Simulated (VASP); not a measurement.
## Bulk modulus of zinc-blende III-V compounds: LDA against PBE

VASP (plane waves, PAW); cells keep the symmetry of their structure type. Static lattice, from a third-order Birch-Murnaghan fit over five volumes at each level.

Here x stands for PBE B0 and y for LDA B0.

| solid | PBE B0 (GPa) | LDA B0 (GPa) | cut-off (eV) |
|---|---|---|---|
| InSb | 36.8 | 46.6 | 520 |
| InAs | 48.5 | 60.1 | 520 |
| InP | 59.4 | 71.1 | 520 |
| GaAs | 59.6 | 74.5 | 520 |
| GaP | 76.3 | 89.9 | 520 |
| BAs | 131.9 | 147.4 | 520 |
| AlN | 193.7 | 211.1 | 520 |
| BN | 372.8 | ? | 520 |

The 7 complete rows are fitted with a straight line, y against x. With u = x - 87, the rows have u = -50.20, -38.50, -27.60, -27.40, -10.70, 44.90, 106.70. Means: u -0.40000, y 100.10. About the means, the sum of products is 19804 and the sum of squares of u is 19029; the slope is their ratio. Least squares gives y = 100.52 + 1.04073·u. Residuals (row less fit): -1.68, -0.35, -0.70, 2.50, 0.52, 0.15, -0.47; standard error 1.42 (degrees of freedom: 5). The slope is 1.04 with a standard error of 0.010.

What does the fit predict for y at x = 372.8, and how far is the calculated value from it?

u = 285.80, so y = 100.52 + 1.04073 × 285.80 = 397.96 GPa. The calculation gives 401.9 GPa, 3.94 GPa above the prediction (1.1 % of the range of y in the table). The row lies outside the fitted rows, so this is an extrapolation. From the scatter of the fitted rows alone, a prediction at this place has a standard error of 3.33 GPa, so the miss is 1.2 times that.

AlN is here a metastable form; wurtzite is the usual one. The rows are a random draw from the solids of this series computed here; series whose standard error about the line passes 12 to 30 % of the range of y, or with no trend, aren't shown in this form.
